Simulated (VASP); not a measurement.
The cell holds one Ag (fcc) (110) slab, with vacuum along c, ions free to move until forces fall under 0.03 eV/Å, no reconstruction beyond this cell, dipole correction on.

Data:

```xyz
8
Lattice="2.8644 0.0000 0.0000 0.0000 4.0509 0.0000 0.0000 0.0000 26.3140" Properties=species:S:1:pos:R:3 pbc="T T T"
Ag     0.0000     0.0000     8.2164
Ag     1.4322     2.0254     9.5198
Ag     0.0000     0.0000    11.0205
Ag     1.4322     2.0254    12.4297
Ag     0.0000     0.0000    13.8843
Ag     1.4322     2.0254    15.2935
Ag     0.0000     0.0000    16.7941
Ag     1.4322     2.0254    18.0976
```

All values below come from PBEsol GGA, VASP's PBE PAW potentials (set 64) (plane waves; VASP). Numerical set-up: 400 eV cut-off, 10×7×1 Γ-centred mesh, first-order Methfessel-Paxton smearing of 0.10 eV, potentials Ag.

```json
{
 "surface_energy": "1.18 J/m²",
 "work_function": "4.27 eV",
 "band gap (on the k-mesh)": "none (metal, semimetal or under 0.01 eV)"
}
```

Measured: work function 4.10 eV (computed value off by +0.17 eV), as given by Abhirup Patra et al., Proceedings of the National Academy of Sciences (2017), arXiv:1702.08515.

The cell is a thin slab with vacuum, built from Ag (fcc): (110) face.
